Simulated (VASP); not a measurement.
A cell of Ag (fcc) near equilibrium:

```xyz
1
Lattice="0.0000 2.0227 2.0227 2.0227 0.0000 2.0227 2.0227 2.0227 0.0000" Properties=species:S:1:pos:R:3 pbc="T T T"
Ag     4.0455     4.0455     4.0455
```

Computed with PBEsol GGA, VASP's PBE PAW potentials (set 64) (plane waves; VASP).

```csv
run,ΔE (meV/atom),σxx,σyy,σzz,"largest shear component, with its sign (GPa)",largest force (eV/Å)
as it is,0.0,0.51,0.51,0.51,0.00,0.000
after one change,0.1,-0.78,-0.78,-0.48,0.00,0.000
```
Stress is in GPa, positive when the cell is compressed.

Q: Which change was made?
A. biaxial strain of -1.5 % in the xy plane
B. isotropic strain of -0.5 %
C. uniaxial strain of -1.5 % along y
D. biaxial strain of +0.5 % in the xy plane

A: D, biaxial strain of +0.5 % in the xy plane

The compound is Ag in the fcc structure.
